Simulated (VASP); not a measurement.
Consider the following.

```xyz
3
Lattice="-1.6050 1.6050 3.9250 1.6050 -1.6050 3.9250 1.6050 1.6050 -3.9250" Properties=species:S:1:pos:R:3 pbc="T T T"
Si     0.0000     0.0000     5.2203
Si     0.0000     0.0000     2.6298
Mo     0.0000     0.0000     0.0000
```

Level of theory: PBE GGA, VASP's PBE PAW potentials (set 64) (plane waves; VASP). Numerical set-up: 650 eV cut-off, 12×12×12 Γ-centred mesh, first-order Methfessel-Paxton smearing of 0.10 eV, potentials Si Mo_sv.

Task: Predict the energy per atom (σ→0), pressure, band gap (on the k-mesh) with the smallest direct gap where there is one.

Result: 
| Property | Value |
|---|---|
| band gap (on the k-mesh) | none (metal, semimetal or under 0.01 eV) |
| energy per atom (σ→0) | -7.753 eV/atom |
| pressure | 1.68 GPa |

Total energies compare only between runs with the same potentials, cut-off and functional.

The compound is MoSi2 in the MoSi2 type structure. The cell was not relaxed at this level. The run is one of a series of settings (ENCUT = 650 against the base run), some of them coarse on purpose.
